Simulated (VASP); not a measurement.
Computed with HSE06 screened hybrid, VASP's PBE PAW potentials (set 64) (plane waves; VASP).

Input for VASP

**POSCAR**
```
Ga32As31P
1
   11.5222104212     0.0000000000     0.0000000000
    0.0000000000    11.5222104212     0.0000000000
    0.0000000000     0.0000000000    11.5222104212
Ga As P
32 31 1
Direct
  0.4998388617   0.0005589733   0.0003646723
  0.7500689807   0.2498270509   0.0001456594
  0.7498767527   0.0001284326   0.2497659419
  0.0000589209   0.9999952839   0.9999323931
  0.2502067562   0.2496644912   0.0001809221
  0.4999465086   0.5002581614   0.9999153476
  0.7502385213   0.7493951541   0.0003988916
  0.2503228498   0.0003968690   0.2498952476
  0.5024561280   0.2530607793   0.2527290205
  0.7457479831   0.4959537429   0.2536034242
  0.4996827135   0.0000852456   0.4998393601
  0.7461693251   0.2523921390   0.4965954769
  0.7502748186   0.0001610380   0.7497400139
  0.9993060822   0.5002088464   0.0004455796
  0.2499734142   0.7500746403   0.9999237880
  0.9997494451   0.2501134440   0.2498727704
  0.2497269369   0.4999745578   0.2497983749
  0.5001458027   0.7500504749   0.2497046747
  0.9995691454   0.0003747434   0.5003135667
  0.2501428639   0.2498340655   0.4999811211
  0.5020535914   0.4973260220   0.4968547699
  0.7500905244   0.7493843689   0.4998572788
  0.2499388662   0.9999962747   0.7500542953
  0.4999222796   0.2501943161   0.7498046457
  0.7499992028   0.4997025922   0.7491857320
  0.9991016635   0.7491888936   0.2500381492
  0.9991080283   0.4998993996   0.4999625813
  0.2500050528   0.7498168285   0.5003744253
  0.9992097493   0.2500464091   0.7491893119
  0.2501514836   0.5001534608   0.7496826791
  0.4999629739   0.7495377411   0.7494310580
  0.0000434649   0.7500183016   0.7500285670
  0.6247686507   0.1258515140   0.1257732829
  0.8738468605   0.3751872461   0.1259917246
  0.8741009486   0.1257531659   0.3749762057
  0.1249695004   0.1249647059   0.1250374062
  0.3755593879   0.3750042769   0.1254998041
  0.6251384865   0.6240131471   0.1259038402
  0.8749870767   0.8749411129   0.1250163040
  0.3756511299   0.1257407496   0.3747865500
  0.8735805151   0.6235921909   0.3746159616
  0.6248677174   0.1255551013   0.6243066933
  0.8737063076   0.3745280722   0.6236700800
  0.8750303770   0.1250603713   0.8749688223
  0.1248686162   0.6250973453   0.1249874303
  0.3749425915   0.8750759520   0.1249490531
  0.1248629494   0.3750292642   0.3750827972
  0.3754734972   0.6245103518   0.3748447704
  0.6250393938   0.8749754761   0.3749969165
  0.1249775224   0.1250915016   0.6249789155
  0.3755683552   0.3751328720   0.6242169066
  0.6247342563   0.6240551094   0.6239758644
  0.8749361186   0.8747850225   0.6248809190
  0.3750414128   0.1250231047   0.8749534820
  0.6250687866   0.3750562363   0.8749566793
  0.8748618588   0.6248405684   0.8747617183
  0.1247784605   0.8749146013   0.3748446758
  0.1247205318   0.6248457469   0.6249130921
  0.3749995427   0.8749927086   0.6249979993
  0.1247365704   0.3749908826   0.8750243344
  0.3749696930   0.6250735932   0.8749114673
  0.6248874952   0.8748908561   0.8751387991
  0.1250263669   0.8749988898   0.8750543212
  0.6237403309   0.3744575213   0.3753934431
```

**KPOINTS**
```
Automatic mesh
0
Gamma
1 1 1
0 0 0
```

### INCAR
```
SYSTEM = Ga32As31P
PREC = Normal
ENCUT = 400
EDIFF = 1E-5
NELM = 50
ALGO = Normal
LREAL = Auto
LASPH = .TRUE.
ISMEAR = 0
SIGMA = 0.05
GGA = PE
LMAXMIX = 4
LWAVE = .FALSE.
LCHARG = .FALSE.
NELMIN = 4
ISYM = 0
NELECT = 257.0
ISPIN = 2
NUPDOWN = 1
MAGMOM = 64*0.0156
LORBIT = 10
HFSCREEN = 0.2
AEXX = 0.25
LHFCALC = .TRUE.
PRECFOCK = Fast
ISIF = 0
```

POTCAR, in this order: Ga As P (PBE.64 set). Program: vasp_gam. Read from the step before: WAVECAR.

Task: What will the output report for the number of irreducible k-points (NKPTS), largest plane-wave count, FFT grid (NGX, NGY, NGZ)?

Result: 
```yaml
number of irreducible k-points (NKPTS): 1
largest_plane_wave_count: 13913
FFT grid (NGX, NGY, NGZ): 56 × 56 × 56
```

The cell is a supercell with a defect, built from GaAs (zinc blende): P_As, charge -1. The cell's shape comes from a PBE relaxation.
